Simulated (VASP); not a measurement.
A convergence study with VASP on AgCl (rock salt): one setting is varied, all else stays as given below, so the limit is that of these other settings.

```
CELL_PARAMETERS angstrom
      0.00000     2.77500     2.77500
      2.77500     0.00000     2.77500
      2.77500     2.77500     0.00000
ATOMIC_POSITIONS crystal
  Ag 0.00000 0.00000 0.00000
  Cl 0.50000 0.50000 0.50000
```

All values below come from PBE GGA, VASP's PBE PAW potentials (set 64) (plane waves; VASP). The tightest run used: 550 eV cut-off, 17×17×17 Γ-centred mesh, tetrahedra with Blöchl corrections, potentials Ag Cl.

Gaps are read on the run's mesh, which can miss a band edge.

```
setting     E (eV/atom)  pressure (GPa)  gap on the mesh (eV)  irreducible k-points
----------  -----------  --------------  --------------------  --------------------
3×3×3 mesh      -2.6685            1.86                 1.285                     4
4×4×4 mesh      -2.6914            1.54                 0.906                     8
5×5×5 mesh      -2.6965            1.41                 1.053                    10
```

Question: These are the cheaper rows. Estimate the results at 17×17×17 mesh, and how far the last row shown lies from them.

Answer: 
```tsv
quantity	tightest run	last row shown is off by
E (eV/atom)	-2.6975	0.0011
pressure (GPa)	1.38	0.03
gap on the mesh (eV)	0.922	0.131
```

Left out are rungs that failed or repeat a setting and relaxations that didn't move; long series are thinned to 24 rows.

The compound is AgCl in the rock salt structure. The cell was not relaxed at this level.
